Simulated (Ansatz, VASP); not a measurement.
# NaF (Villiaumite): VASP beside Ansatz

Aim: how closely do two programs agree when they are given the same cell, functional and k mesh? The cell is taken from a series of runs on this material, whose earlier steps may have relaxed, scaled, displaced or heated it; both programs get it as it stands.

Method: plane waves, with VASP 6.6.1 beside it; zone-centre phonons at PBEsol, in Ansatz 0.2.0.

## (1) Starting point

It takes space group Fm-3m (No. 225, cubic). The conventional cell has a = 4.606 Å, b = 4.606 Å, c = 4.606 Å, α = 90.00°, β = 90.00°, γ = 90.00°. Nearest to Na lie 6 F at 2.30 Å. Nearest to F lie 6 Na at 2.30 Å. Farther neighbours and most contacts between anions are not listed.

As a file:

```cif
data_structure
_symmetry_space_group_name_H-M 'Fm-3m'
_symmetry_Int_Tables_number 225
_cell_length_a 4.6059
_cell_length_b 4.6059
_cell_length_c 4.6059
_cell_angle_alpha 90.000
_cell_angle_beta 90.000
_cell_angle_gamma 90.000
_cell_volume 97.71
loop_
_atom_site_label
_atom_site_type_symbol
_atom_site_symmetry_multiplicity
_atom_site_Wyckoff_symbol
_atom_site_fract_x
_atom_site_fract_y
_atom_site_fract_z
_atom_site_occupancy
Na1 Na 4 a 0.00000 0.00000 0.00000 1
F1 F 4 b 0.50000 0.00000 0.00000 1
```

## (2) Ansatz: zone-centre phonons, PBEsol

Ansatz runs on its default PAW (the set named soft_2) files.

Second derivatives magnify differences that forces hide, and they need a tight electronic threshold.

input.yaml

```yaml
crystal:
  lattice:
    - [0.0, 2.3029594553, 2.3029594553]
    - [2.3029594553, 0.0, 2.3029594553]
    - [2.3029594553, 2.3029594553, 0.0]
  atoms:
    - { symbol: Na, position: [0.0, 0.0, 0.0] }
    - { symbol: F, position: [0.5, 0.5, 0.5] }
kpoints:
  mp_grid: { grid: [8, 8, 8] }
hamiltonian:
  xc: pbesol
scf:
  occupations: { method: fixed }
output:
  eigenvalues: true
phonons:
  method: dfpt
  dielectric: true
  rigid_motions: translations
  qmesh: [4, 4, 4]
  temperatures: { t_max: 1000, t_step: 50 }
  qpath:
    path:
      - [[0.0, 0.0, 0.0], [0.5, 0.0, 0.5], [0.625, 0.25, 0.625]]
      - [[0.375, 0.375, 0.75], [0.0, 0.0, 0.0], [0.5, 0.5, 0.5], [0.5, 0.25, 0.75], [0.5, 0.0, 0.5]]
    npoints: 10
```

The run is started by

```sh
ansatz run input.yaml --threads 4 --pin off --max-ram 8192MiB --backend cpu --events-out ev --progress --plain --runs-dir out
```

Numbers of over 12 decimals in the logs are rounded to 6 here.

What it wrote:

```text
Engine: ansatz 0.2.0, aarch64-unknown-linux-gnu
Pseudopotentials: kind: paw
Pseudopotential: Na, paw, valence charge 9, recommended cutoff 420 eV (normal), Na.paw.azcp
Pseudopotential: F, paw, valence charge 7, recommended cutoff 420 eV (normal), F.paw.azcp
Functional definition: PBEsol
  exchange = pbesol_x
  correlation = pbesol_c
Crystal: 2 atoms, lattice volume = 24.428 Å³
Basis set: ecut = 420 eV, 531 PW (Γ), exchange–correlation on 48×48×48 points (8 copies of the dense FFT grid, shifted against one another)
Bands: 12, of which v1, the nominal top of the filled ones, is band 8 counted from 1 (7 counted from 0)
Symmetry: 48 space group operations
k-points: 59 of 512 (irreducible under 8 space group operations, time reversal used)
Non-local potential: Na, projectors of the file, l = 0: 3, l = 1: 2, l = 2: 1
Non-local potential: F, projectors of the file, l = 0: 2, l = 1: 2, l = 2: 1
PAW form: soft (Blöchl's): semilocal exchange-correlation on the pseudo side does not see the compensation charge
PAW frozen core: Na, regenerated for the run's functional, and the local potential with it (the file was generated under x = pbe(κ = 0.804, μ = 0.219515), c = pbe(β = 0.066725))
PAW frozen core: F, regenerated for the run's functional, and the local potential with it (the file was generated under x = pbe(κ = 0.804, μ = 0.219515), c = pbe(β = 0.066725))
PAW one-centre angular grid: Na, 110 points (default); XC on 64 Gauss nodes
PAW one-centre angular grid: F, 110 points (default); XC on 64 Gauss nodes
Initial density: superposition of atomic densities (neutral atoms: chi_scale 0, normalization atom), corrected by the library's trained network
Initial wavefunctions: pseudopotential atomic-orbital guess
Functional: x = pbesol(κ = 0.804, μ = 0.123457), c = pbesol(β = 0.046)
SCF iter   1: F=—  HF=-2278.928927 eV  |F-HF|=—  |Δ(HF+E_count)|=         —  Δρ=1.18e-2  dr2=2.04e-2  ethr=1.77e-3  ⟨swp⟩=4.6  Hψ=3444  notcnv=0  defer=111
preconditioner: auto → none  [insulator: Δε(μ)=6.118 eV  Ē_g=26.233 eV  n_scr=8 (ndim 8)  ℏωp=28.1 eV  f_vac=0.108  ε∞_Penn≈2.1]
SCF iter   2: F=—  HF=-2278.922553 eV  |F-HF|=—  |Δ(HF+E_count)|=   6.37e-3  Δρ=4.99e-3  dr2=3.34e-3  ethr=1.27e-4  ⟨swp⟩=2.0  Hψ=1501  notcnv=0  defer=116
SCF iter   3: F=—  HF=-2278.921525 eV  |F-HF|=—  |Δ(HF+E_count)|=   1.03e-3  Δρ=4.76e-4  dr2=3.71e-5  ethr=2.09e-5  ⟨swp⟩=2.0  Hψ=999  notcnv=0  defer=116
SCF iter   4: F=—  HF=-2278.921527 eV  |F-HF|=—  |Δ(HF+E_count)|=   2.61e-6  Δρ=1.20e-4  dr2=8.04e-7  ethr=2.32e-7  ⟨swp⟩=2.0  Hψ=1180  notcnv=0  defer=80
SCF iter   5: F=—  HF=-2278.921530 eV  |F-HF|=—  |Δ(HF+E_count)|=   2.30e-6  Δρ=4.93e-5  dr2=4.26e-7  ethr=5.03e-9  ⟨swp⟩=2.0  Hψ=1119  notcnv=0  defer=5
SCF iter   6: F=—  HF=-2278.921529 eV  |F-HF|=—  |Δ(HF+E_count)|=   7.82e-8  Δρ=7.24e-6  dr2=9.10e-9  ethr=2.66e-9  ⟨swp⟩=2.0  Hψ=858  notcnv=0  defer=5
SCF iter   7: F=—  HF=-2278.921529 eV  |F-HF|=—  |Δ(HF+E_count)|=  7.82e-10  Δρ=9.53e-7  dr2=1.61e-10  ethr=5.69e-11  ⟨swp⟩=2.0  Hψ=888  notcnv=0  defer=5
SCF iter   8: F=-2278.921529 eV  HF=-2278.921529 eV  |F-HF|=9.09e-13  |Δ(HF+E_count)|=  3.18e-11  Δρ=3.90e-8  dr2=2.57e-13  ethr=1.00e-12  ⟨swp⟩=6.8  Hψ=3695  notcnv=0
SCF 1 converged in 8 iterations: F = -2278.921529 eV  dr2 = 2.57e-13
  greatest PAW one-centre occupation: 0.999 electrons in one spin orbital (limit 2), on the Na atom at site 0 (counted from 0), in its partial waves of l = 0
DFPT response loops at Γ: preconditioner auto → none (the input reference at scf.mixing.eps_inf says where Resta's filter doesn't serve); β = 0.50; Broyden in place of MSR1
NSCF: frozen V_eff on 29 k-points
NSCF: frozen V_eff on 576 k-points
DFPT response loops at q = (0, 0, 0.25) (fractional): mixed as the last ones told, above
NSCF: frozen V_eff on 300 k-points
DFPT response loops at q = (0, 0, -0.5) (fractional): mixed as the last ones told, above
NSCF: frozen V_eff on 328 k-points
DFPT response loops at q = (0, 0.25, 0.25) (fractional): mixed as the last ones told, above
NSCF: frozen V_eff on 1024 k-points
DFPT response loops at q = (0, 0.25, -0.5) (fractional): mixed as the last ones told, above
NSCF: frozen V_eff on 576 k-points
DFPT response loops at q = (0, 0.25, -0.25) (fractional): mixed as the last ones told, above
NSCF: frozen V_eff on 190 k-points
DFPT response loops at q = (0, -0.5, -0.5) (fractional): mixed as the last ones told, above
NSCF: frozen V_eff on 328 k-points
DFPT response loops at q = (0.25, -0.5, -0.25) (fractional): mixed as the last ones told, above
SCF converged after 8 iterations
Free energy (F): -2278.921529 eV
Harris-Foulkes:  -2278.921529 eV  (|F-HF|=9.09e-13)
Internal energy: -2278.921529 eV  (E = F + TS)
E sigma→0 (E₀):  -2278.921529 eV
Fermi energy:    1.062444 eV
--- Per-component energies (eV) ---
  E_band       = -230.632151
  E_kinetic    = 328.637081
  E_local      = -1679.992989  (includes V_loc(G=0)·N_el)
  E_nonlocal   = 189.872998
  E_hartree    = 593.977793
  E_xc         = -118.147885
  E_vxc        = -152.531007  (∫ρ·V_xc dr)
  E_paw        = -447.036862  (= ΣΔE_a)
  E_vpaw       = -104.575808  (= ΣTr[D̂ρ^β])
  E_aug_tail   = 0.001970  (compensation charges beyond the density's cutoff)
  E_ewald      = -1146.330772
  E_core_change = 0.097136  (= ΣΔE_core)
  E_smearing   = -0.000000  (= −TS)
  E_closure    = 0.000000  (closes the sum)
  Σ components = -2278.921529   (vs F -2278.921529, Δ=0.00e0)
--- Band table (eV; the first three rows and the last of 59) ---
  k-point 0: bands = [... 4 lower, -17.6554, 1.0624, 1.0624, 1.0624, 7.3404, 20.0221, 20.0221, 20.0221]
  k-point 1: bands = [... 4 lower, -17.4584, 0.7547, 1.0232, 1.0232, 7.8963, 18.2428, 20.2698, 20.2698]
  k-point 2: bands = [... 4 lower, -17.1817, 0.1300, 0.9280, 0.9280, 9.2275, 16.1522, 20.8250, 20.8250]
  k-point 58: bands = [... 4 lower, -17.2238, 0.1552, 0.1552, 0.4693, 14.2211, 14.2211, 16.4165, 18.0520]
--- Phonons (Γ-DFPT): 2 representative perturbations + reference, on 59 of 512 k-points (Σ response iterations 7) ---
  k mesh reduced under 8 symmetry operations, with k and −k counted as one. Each operation leaves every solved perturbation unchanged. A smaller set is not considered because the run solves the response to a homogeneous field
  ASR residual: 2.554e-5 → 0.000e0 eV/Å²; symmetrization residual: 9.047e-7 eV/Å²
  ASR residual per site (eV/Å²): 2.55e-5 5.78e-6
  Γ frequencies (cm⁻¹): 0.00 0.00 0.00 248.19 248.19 248.19
  ε∞ (high-frequency dielectric tensor):
        1.898683     0.000000     0.000000
        0.000000     1.898683    -0.000000
       -0.000000     0.000000     1.898683
  ε⁰ (static dielectric tensor: ions relaxed, cell fixed):
        5.103814     0.000000    -0.000000
        0.000000     5.103814     0.000000
       -0.000000     0.000000     5.103814
  ε⁰ − ε∞ (ionic part):
        3.205131     0.000000    -0.000000
        0.000000     3.205131     0.000000
       -0.000000     0.000000     3.205131
  softest optical mode at Γ: 248.19 cm⁻¹; the repairs (sum rule, projections) moved no ω² at Γ by more than (0.62 cm⁻¹)²
  Born effective charges Z* (e; rows j = field, columns β = displacement):
    site 0:
         1.00972    0.00000   -0.00000
         0.00000    1.00972    0.00000
         0.00000   -0.00000    1.00972
    site 1:
        -1.00972   -0.00000    0.00000
         0.00000   -1.00972   -0.00000
         0.00000    0.00000   -1.00972
  Z* charge neutrality: 3.608e-5 e pre-enforcement
  k-mesh period / interband length: 26.1 Å / 0.88 Å = 29.73 at k = (0.0000, 0.0000, 0.0000), direct gap 6.278 eV — 14 or more, which is no proof of convergence
  optical modes at Γ without the LO–TO term, one row a degenerate level:
      ω (cm⁻¹)  modes    IR ((D/Å)²/amu)
        248.19      3             6.7837
  optical modes at Γ + LO–TO along q̂ = [1.0000, 0.0000, 0.0000]:
      ω (cm⁻¹)  modes    IR ((D/Å)²/amu)
        248.19      2             4.5224
        406.92      1             2.2612
  optical modes at Γ + LO–TO along q̂ = [0.0000, 1.0000, 0.0000]:
      ω (cm⁻¹)  modes    IR ((D/Å)²/amu)
        248.19      2             4.5224
        406.92      1             2.2612
  optical modes at Γ + LO–TO along q̂ = [0.0000, 0.0000, 1.0000]:
      ω (cm⁻¹)  modes    IR ((D/Å)²/amu)
        248.19      2             4.5224
        406.92      1             2.2612
--- Phonons (arbitrary-q DFPT): 8 irreducible q on the 4×4×4 mesh ---
  q = [0.0000, 0.0000, 0.0000] (star 1, of the zone-centre solve; hermiticity 7.68e-7, symmetrization 1.13e-13): -0.00 -0.00 0.00 248.19 248.19 248.19
  q = [0.0000, 0.0000, 0.2500] (star 8, 2 solved perturbations on 288 of 512 k-point pairs; hermiticity 6.58e-7, symmetrization 3.73e-13): 108.22 108.22 168.83 235.19 235.19 382.47
  q = [0.0000, 0.0000, -0.5000] (star 4, 2 solved perturbations on 150 of 512 k-point pairs; hermiticity 2.19e-13, symmetrization 3.07e-13): 178.81 178.81 201.00 201.00 300.64 306.83
  q = [0.0000, 0.2500, 0.2500] (star 6, 4 solved perturbations in 528 linear systems a pass and spin channel, the states on 164 of 512 k-point pairs; hermiticity 4.99e-7, symmetrization 2.32e-13): 100.25 100.25 199.32 255.72 255.72 344.00
  q = [0.0000, 0.2500, -0.5000] (star 24, 4 solved perturbations in 1600 linear systems a pass and spin channel, the states on 512 of 512 k-point pairs; hermiticity 3.05e-7, symmetrization 2.48e-13): 150.08 194.53 230.59 241.38 261.42 299.19
  q = [0.0000, 0.2500, -0.2500] (star 12, 4 solved perturbations in 904 linear systems a pass and spin channel, the states on 288 of 512 k-point pairs; hermiticity 6.42e-7, symmetrization 2.77e-13): 164.59 176.53 203.20 232.32 264.82 321.25
  q = [0.0000, -0.5000, -0.5000] (star 3, 4 solved perturbations in 308 linear systems a pass and spin channel, the states on 95 of 512 k-point pairs; hermiticity 2.59e-7, symmetrization 2.13e-13): 141.00 141.00 255.48 263.14 263.14 288.06
  q = [0.2500, -0.5000, -0.2500] (star 6, 4 solved perturbations in 502 linear systems a pass and spin channel, the states on 164 of 512 k-point pairs; hermiticity 1.79e-8, symmetrization 5.45e-13): 208.68 209.03 209.03 232.19 274.17 274.17
  sum rule: each row above includes the acoustic sum rule's correction from the zone centre's row sums; it moved no ω² by more than (0.55 cm⁻¹)²
  mesh force constants: q→R imaginary residual 3.45e-18; ASR residual 2.554e-5 → 0.000e0 eV/Å²; symmetrization residual 4.441e-15 eV/Å²
  interpolated dispersion: 63 rows × 6 modes
  density of states and harmonic sums: on the 24×24×24 q-mesh, interpolated from the force constants of a 4×4×4 supercell (with the dipole–dipole term)
  largest difference from the sums on the solved wave vectors: F 1.06e-2 eV, S 1.46e-5 and C_V 4.00e-6 eV/K
  zero-point energy: 0.083133 eV/cell   skipped modes (ω ≤ 0): 3   left out of the sums: 3.62e-5 of the cell's modes: C_V's classical limit lies that fraction below 3 k_B per atom; for a crystal, a wire or a layer, F and S can be off by more, and a phonons.interpolated_qmesh denser along its periods is the remedy for the sampling
```

Reading the cycles: dr2 is the Hartree energy of the density residual (eV), the measure of convergence; HF is the Harris–Foulkes estimate of the energy, which meets the free energy F at convergence.

[end of part 1 of 2]

[Lines on the potential files, build, host, timing and source positions are cut from VASP's logs without a mark.]

[Logs are printed without paths, hosts, clocks, repeated set-up lines and the standing remarks that a program may print on its own settings, such as how far it seeks lower states.]

[Hosts, paths, dates, database ids (printed as entryN), source tags and the programs' standing remarks are cut or masked in the printed files.]
